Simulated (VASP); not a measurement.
Consider the following.

```yaml
crystal:
  lattice:
    - [4.06726, 0.00000, 0.00000]
    - [-2.03363, 3.52235, 0.00000]
    - [0.00000, 0.00000, 4.00561]
  atoms:
    - { symbol: Nd, position: [0.66667, 0.33333, 0.50000] }
    - { symbol: Ni, position: [0.33333, 0.66667, 0.00000] }
    - { symbol: As, position: [0.00000, 0.00000, 0.00000] }
```

The numbers are results of PBEsol GGA, VASP's PBE PAW potentials (set 64) (plane waves; VASP 6.6.1), not measurements. Numerical set-up: 400 eV cut-off, 8×8×7 Γ-centred mesh, first-order Methfessel-Paxton smearing of 0.10 eV, potentials Nd_3 Ni As.

The 4f electrons are frozen in the core of the lanthanide potential, so 4f levels, which can set the real gap, and their magnetism are missing.

### Question
Predict the energy per atom (σ→0), band gap (on the k-mesh) with the smallest direct gap where there is one.

### Answer

* **band gap (on the k-mesh)**: none (metal, semimetal or under 0.01 eV)
* **energy per atom (σ→0)**: -6.524 eV/atom

Total energies compare only between runs with the same potentials, cut-off and functional.

The structure comes from a computed database's NdNiAs entry (P-6m2); how it stands against other phases isn't given here. It was relaxed first. The start is the result of an earlier pass. The run is not spin-polarised, so no magnetic state was tried.
